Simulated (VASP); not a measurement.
All values below come from PBE GGA, VASP's PBE PAW potentials (set 64) (plane waves; VASP).

VASP ran on this input.

### KPOINTS
```
Automatic mesh
0
Gamma
5 5 1
0 0 0
```

**INCAR**
```
ALGO = Normal
EDIFF = 1E-6
ENCUT = 300
GGA = PE
ISIF = 2
ISMEAR = 0
LASPH = .TRUE.
LCHARG = .FALSE.
LMAXMIX = 4
LREAL = .FALSE.
LWAVE = .FALSE.
NELM = 100
PREC = Accurate
SIGMA = 0.1
SYSTEM = TiTe2
```

**POSCAR**
```
TiTe2
3.8770170
  1.0000000000   0.0000000000   0.0000000000
 -0.5000001290   0.8660253489   0.0000000000
  0.0000000000   0.0000000000   4.4288250477
Ti Te
1 2
Cart
  0.0000000000   0.0000000000   2.2144125239
 -0.0000005860   0.5773505213   2.6233126540
  0.5000004570   0.2886748276   1.8055123937
```

POTCAR, in this order: Ti_sv Te (PBE.64 set). Program: vasp_std.

The cell holds a wide vacuum, so values per volume refer to the whole cell. Unless said otherwise, spin-orbit coupling is left out, though it shifts the bands of the heavy elements here.

Task: What does the run give for the energy per atom (σ→0), largest force, band gap (on the k-mesh)?

Result: 
| Quantity | Value |
|---|---|
| energy per atom (σ→0) | -5.343 eV/atom |
| band gap (on the k-mesh) | none (metal, semimetal or under 0.01 eV) |
| largest force | 0.912 eV/Å |

OSZICAR:
```
...
DAV:  17    -0.160336630927E+02   -0.40775E-04   -0.13360E-05   208   0.256E-02    0.179E-02
DAV:  18    -0.160337126350E+02   -0.49542E-04   -0.10119E-05   192   0.196E-02    0.766E-03
DAV:  19    -0.160337444851E+02   -0.31850E-04   -0.16320E-06   144   0.889E-03    0.942E-03
DAV:  20    -0.160337667032E+02   -0.22218E-04   -0.95559E-07   144   0.364E-03    0.436E-03
DAV:  21    -0.160337708295E+02   -0.41263E-05   -0.21158E-07   112   0.174E-03    0.247E-03
DAV:  22    -0.160337722773E+02   -0.14478E-05   -0.30860E-07    88   0.407E-03    0.702E-04
DAV:  23    -0.160337726146E+02   -0.33734E-06   -0.91371E-08    80   0.152E-03
   1 F= -.16033773E+02 E0= -.16027560E+02  d E =-.124255E-01
```

The cell is a sheet with vacuum, built from a generated structure.
